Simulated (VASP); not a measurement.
Method: PBE GGA, VASP's PBE PAW potentials (set 64) (plane waves; VASP).

VASP input:

**POSCAR**
```
AgCl
1
    0.0000000000     2.7749167268     2.7749167268
    2.7749167268     0.0000000000     2.7749167268
    2.7749167268     2.7749167268     0.0000000000
Ag Cl
1 1
Direct
  0.0000000000   0.0000000000   0.0000000000
  0.5000000000   0.5000000000   0.5000000000
```

File KPOINTS:
```
Automatic mesh
0
Gamma
8 8 8
0 0 0
```

**INCAR**
```
NELM = 100   ! most electronic steps
EDIFF = 1E-7   ! SCF stop (eV)
LASPH = T   ! aspherical one-centre terms
SIGMA = 0.05   ! width (eV)
PREC = Accurate
LMAXMIX = 4   ! l cut-off of mixed one-centre charges
LCHARG = F
ENCUT = 520   ! plane-wave cut-off (eV)
ISMEAR = 0   ! Gaussian
SYSTEM = AgCl
GGA = PE
ALGO = Normal   ! blocked Davidson
LWAVE = F
LREAL = F
ISIF = 2   ! forces and stress, cell fixed
```

POTCAR, in this order: Ag Cl (PBE.64 set). Program: vasp_std.

Q: Predict the energy per atom (σ→0), pressure, band gap (on the k-mesh).

A: 
The energy per atom (σ→0) is -2.698 eV/atom, the band gap (on the k-mesh) is 0.91 eV and the pressure comes out as 1.38 GPa.

File OSZICAR:
```
...
DAV:   6    -0.539948703959E+01    0.17934E+00   -0.32967E-01   825   0.791E+00    0.417E+00
DAV:   7    -0.539572266304E+01    0.37644E-02   -0.10358E-01   764   0.259E+00    0.201E+00
DAV:   8    -0.539505115812E+01    0.67150E-03   -0.54591E-03   809   0.930E-01    0.300E-01
DAV:   9    -0.539511034903E+01   -0.59191E-04   -0.70257E-04   839   0.387E-01    0.417E-02
DAV:  10    -0.539517304398E+01   -0.62695E-04   -0.95385E-05   779   0.100E-01    0.252E-02
DAV:  11    -0.539518021589E+01   -0.71719E-05   -0.74042E-06   814   0.246E-02    0.379E-03
DAV:  12    -0.539518026836E+01   -0.52468E-07   -0.35443E-07   899   0.788E-03
   1 F= -.53951803E+01 E0= -.53951803E+01  d E =-.376010E-13
```

The compound is AgCl in the rock salt structure. This cell is one point of a volume scan, at 0.97 of the reference volume.
